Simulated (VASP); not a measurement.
Output of a VASP run:

**OUTCAR**
```
 ion  position               nearest neighbor table
   1  0.000  0.000  0.000-
   2  0.500  0.500  0.500-   3 2.89   4 2.89   5 2.89   5 2.89   3 2.89   4 2.89
   3  0.500  0.000  0.500-   2 2.89   2 2.89
   4  0.000  0.500  0.500-   2 2.89   2 2.89
   5  0.500  0.500  0.000-   2 2.89   2 2.89
  LATTYP: Found a simple cubic cell.
 ALAT       =     5.7788798340
 Subroutine PRICEL returns:
 Original cell was already a primitive cell.
 Subroutine GETGRP returns: Found 48 space group operations
The static configuration has the point symmetry O_h .
The dynamic configuration has the point symmetry O_h .
 Subroutine INISYM returns: Found 48 space group operations
 Subroutine IBZKPT returns following result:
 Found     20 irreducible k-points:

 Following reciprocal coordinates:
            Coordinates               Weight
  0.000000  0.000000  0.000000      1.000000
  0.166667  0.000000  0.000000      6.000000
  0.333333  0.000000  0.000000      6.000000
  0.500000  0.000000  0.000000      3.000000
  0.166667  0.166667  0.000000     12.000000
  0.333333  0.166667  0.000000     24.000000
  0.500000  0.166667  0.000000     12.000000
  0.333333  0.333333  0.000000     12.000000
  0.500000  0.333333  0.000000     12.000000
  0.500000  0.500000  0.000000      3.000000
  0.166667  0.166667  0.166667      8.000000
  0.333333  0.166667  0.166667     24.000000
  0.500000  0.166667  0.166667     12.000000
  0.333333  0.333333  0.166667     24.000000
  0.500000  0.333333  0.166667     24.000000
  0.500000  0.500000  0.166667      6.000000
  0.333333  0.333333  0.333333      8.000000
  0.500000  0.333333  0.333333     12.000000
  0.500000  0.500000  0.333333      6.000000
  0.500000  0.500000  0.500000      1.000000
   k-points           NKPTS =     20   k-points in BZ     NKDIM =     20   number of bands    NBANDS=     26
   number of dos      NEDOS =    301   number of ions     NIONS =      5
   total plane-waves  NPLWV =  74088
   dimension x,y,z NGX =    42 NGY =   42 NGZ =   42
   dimension x,y,z NGXF=    84 NGYF=   84 NGZF=   84
   ions per type =               1   1   3
   PREC   = accura    normal or accurate (medium, high low for compatibility)
   ISTART =      0    job   : 0-new  1-cont  2-samecut
   ICHARG =      2    charge: 1-file 2-atom 10-const
   ISPIN  =      1    spin polarized calculation?
   LNONCOLLINEAR =      F non collinear calculations
   LSORBIT =      F    spin-orbit coupling
   INIWAV =      1    electr: 0-lowe 1-rand  2-diag
   ENCUT  =  500.0 eV  36.75 Ry    6.06 a.u.  10.54 10.54 10.54*2*pi/ulx,y,z
   NELM   =    100;   NELMIN=  2; NELMDL= -5     # of ELM steps
   EDIFF  = 0.1E-05   stopping-criterion for ELM
   LREAL  =      F    real-space projection
   NLSPLINE    = F    spline interpolate recip. space projectors
   LMAXMIX     =    4 max onsite mixed and CHGCAR
   VOSKOWN=      0    Vosko Wilk Nusair interpolation
   EDIFFG = -.2E-01   stopping-criterion for IOM
   NSW    =     40    number of steps for IOM
   NBLOCK =      1;   KBLOCK =     40    inner block; outer block
   IBRION =      2    ionic relax: 0-MD 1-quasi-New 2-CG
   NFREE  =      1    steps in history (QN), initial steepest desc. (CG)
   ISIF   =      3    stress and relaxation
   ISYM   =      2    0-nonsym 1-usesym 2-fastsym
   TEIN   =    0.0    initial temperature
   TEBEG  =    0.0;   TEEND  =   0.0 temperature during run
   SMASS  =  -3.00    Nose mass-parameter (am)
   PSTRESS=  100.0 pullay stress
   NELECT =      44.0000    total number of electrons
   EFERMI =   0.00;   METHOD = LEGACY
   ISMEAR =     1;   SIGMA  =   0.10  broadening in eV -4-tet -1-fermi 0-gaus
   IALGO  =     38    algorithm
   LDIAG  =      T    sub-space diagonalisation (order eigenvalues)
   IMIX   =      4    mixing-type and parameters
     AMIX     =   0.40;   BMIX     =  1.00
     AMIX_MAG =   1.60;   BMIX_MAG =  1.00
     AMIN     =   0.10
   GGA     = PS    functional components
...
```

**OSZICAR**
```
       N       E                     dE             d eps       ncg     rms          rms(c)
DAV:   1     0.370859867899E+03    0.37086E+03   -0.18461E+04  1040   0.158E+03
DAV:   2     0.361319816287E+02   -0.33473E+03   -0.32792E+03  1190   0.337E+02
DAV:   3    -0.124693877542E+02   -0.48601E+02   -0.47458E+02  1276   0.131E+02
DAV:   4    -0.146210623451E+02   -0.21517E+01   -0.21475E+01  1224   0.305E+01
DAV:   5    -0.146812880070E+02   -0.60226E-01   -0.60208E-01  1630   0.530E+00    0.725E+00
DAV:   6    -0.145876940605E+02    0.93594E-01   -0.18458E-01  1356   0.287E+00    0.465E+00
DAV:   7    -0.145811195267E+02    0.65745E-02   -0.20099E-01  1380   0.227E+00    0.495E-01
DAV:   8    -0.145774907545E+02    0.36288E-02   -0.35592E-02  1294   0.135E+00    0.294E-01
DAV:   9    -0.145779258001E+02   -0.43505E-03   -0.20114E-03  1360   0.379E-01    0.851E-02
DAV:  10    -0.145779048048E+02    0.20995E-04   -0.17512E-04  1432   0.123E-01    0.334E-02
DAV:  11    -0.145779204172E+02   -0.15612E-04   -0.59103E-05  1268   0.462E-02    0.174E-02
DAV:  12    -0.145779205216E+02   -0.10437E-06   -0.41360E-06  1108   0.134E-02
   1 F= -.25325432E+01 E0= -.25325469E+01  d E =-.253254E+01
       N       E                     dE             d eps       ncg     rms          rms(c)
DAV:   1    -0.222849328798E+02   -0.77070E+01   -0.19113E+02  1306   0.118E+02    0.211E+01
DAV:   2    -0.146926619616E+02    0.75923E+01   -0.15732E+01  1394   0.636E+01    0.724E+00
DAV:   3    -0.128797704645E+02    0.18129E+01   -0.43082E+00  1406   0.187E+01    0.340E+00
DAV:   4    -0.127397536209E+02    0.14002E+00   -0.35329E-01  1394   0.371E+00    0.228E+00
DAV:   5    -0.127186823430E+02    0.21071E-01   -0.37064E-02  1548   0.187E+00    0.648E-01
DAV:   6    -0.127186208423E+02    0.61501E-04   -0.26471E-03  1310   0.358E-01    0.214E-01
DAV:   7    -0.127186072490E+02    0.13593E-04   -0.25561E-04  1420   0.108E-01    0.226E-02
DAV:   8    -0.127186081350E+02   -0.88600E-06   -0.14193E-05  1214   0.221E-02    0.142E-02
DAV:   9    -0.127186090597E+02   -0.92462E-06   -0.33705E-06   980   0.980E-03
   2 F= -.26559917E+01 E0= -.26550801E+01  d E =-.123449E+00
       N       E                     dE             d eps       ncg     rms          rms(c)
DAV:   1    -0.154060590992E+02   -0.26875E+01   -0.38804E+01  1328   0.712E+01    0.747E+00
DAV:   2    -0.141162071132E+02    0.12899E+01   -0.23342E+00  1372   0.167E+01    0.329E+00
DAV:   3    -0.137541425554E+02    0.36206E+00   -0.87007E-01  1386   0.874E+00    0.104E+00
DAV:   4    -0.137336493967E+02    0.20493E-01   -0.58448E-02  1564   0.175E+00    0.139E+00
DAV:   5    -0.137285440878E+02    0.51053E-02   -0.53460E-03  1492   0.571E-01    0.284E-01
DAV:   6    -0.137283425640E+02    0.20152E-03   -0.12272E-03  1340   0.340E-01    0.559E-02
DAV:   7    -0.137283459602E+02   -0.33963E-05   -0.62694E-05  1378   0.493E-02    0.103E-02
DAV:   8    -0.137283477139E+02   -0.17537E-05   -0.51396E-06  1236   0.132E-02    0.386E-03
DAV:   9    -0.137283485106E+02   -0.79672E-06   -0.68077E-07   716   0.715E-03
   3 F= -.28513872E+01 E0= -.28515519E+01  d E =-.318844E+00
```

**OUTCAR**
```
------------------------ aborting loop because EDIFF is reached ----------------------------------------
  FORCE on cell =-STRESS in cart. coord.  units (eV):
  Direction    XX          YY          ZZ          XY          YZ          ZX
  --------------------------------------------------------------------------------------
  Total       10.8271701     10.8271701     10.8271701      0.0000000     -0.0000000      0.0000000
  in kB       99.5422320     99.5422320     99.5422320      0.0000000     -0.0000000      0.0000000
  external PRESSURE =      -0.4577680 kB  Pullay stress =     100.0000000 kB
  volume of cell :      174.27
      direct lattice vectors                 reciprocal lattice vectors
     5.585637181  0.000000000 -0.000000000     0.179030604 -0.000000000 -0.000000000
     0.000000000  5.585637181 -0.000000000    -0.000000000  0.179030604 -0.000000000
     0.000000000  0.000000000  5.585637181     0.000000000  0.000000000  0.179030604
 POSITION                                       TOTAL-FORCE (eV/Angst)
 -----------------------------------------------------------------------------------
      0.00000      0.00000      0.00000        -0.000000     -0.000000      0.000000
      2.79282      2.79282      2.79282         0.000000      0.000000      0.000000
      2.79282      0.00000      2.79282        -0.000000     -0.000000      0.000000
      0.00000      2.79282      2.79282        -0.000000     -0.000000      0.000000
      2.79282      2.79282     -0.00000        -0.000000     -0.000000      0.000000
 -----------------------------------------------------------------------------------
    total drift:                                0.000000     -0.000000     -0.000000
  FREE ENERGIE OF THE ION-ELECTRON SYSTEM (eV)
  ---------------------------------------------------
  free  energy   TOTEN  =       -13.7283485106 eV

  energy  without entropy=      -13.7288427093  energy(sigma->0) =      -13.72851324
  enthalpy is  TOTEN    =        -2.8513871779 eV   P V=       10.8769613327

 reached required accuracy - stopping structural energy minimisation
```
(Selected blocks of OUTCAR.)

File POSCAR:
```
CsSnI3
1
    5.7788798340     0.0000000000     0.0000000000
   -0.0000000000     5.7788798340     0.0000000000
    0.0000000000    -0.0000000000     5.7788798340
Cs Sn I
1 1 3
Direct
  0.0000000000   0.0000000000   0.0000000000
  0.5000000000   0.5000000000   0.5000000000
  0.5000000000   0.0000000000   0.5000000000
  0.0000000000   0.5000000000   0.5000000000
  0.5000000000   0.5000000000   0.0000000000
```

Q: Write an INCAR and KPOINTS that could have produced this output.

A: Several could match; the one computed here: the input of the run itself, PBEsol GGA, plane waves, VASP's PBE PAW potentials (set 64).

File KPOINTS:
```
Automatic mesh
0
Gamma
6 6 6
0 0 0
```

INCAR:
```
ENCUT = 500   ! plane-wave cut-off (eV)
LCHARG = .FALSE.
LWAVE = .FALSE.
IBRION = 2   ! conjugate gradients
GGA = PS   ! PBEsol
EDIFF = 1E-6
NELM = 100
SIGMA = 0.1
PREC = Accurate
NSW = 40   ! most ionic steps
PSTRESS = 100   ! kbar
ISMEAR = 1   ! Methfessel-Paxton
LASPH = .TRUE.   ! aspherical one-centre terms
LREAL = .FALSE.   ! projection in real space or not
ALGO = Normal
LMAXMIX = 4   ! l cut-off of mixed one-centre charges
EDIFFG = -0.02   ! ionic stop
ISIF = 3   ! ions, shape and volume
SYSTEM = CsSnI3
```

POTCAR, in this order: Cs_sv Sn_d I (PBE.64 set). Program: vasp_std.

Energy and stress use the plane-wave basis of the starting cell.

The compound is CsSnI3 in the cubic perovskite structure, the ideal cubic form; the compound distorts at low or room temperature. This run relaxes it under an external pressure of 10 GPa. Symmetry was kept, so distortions that lower it aren't found.
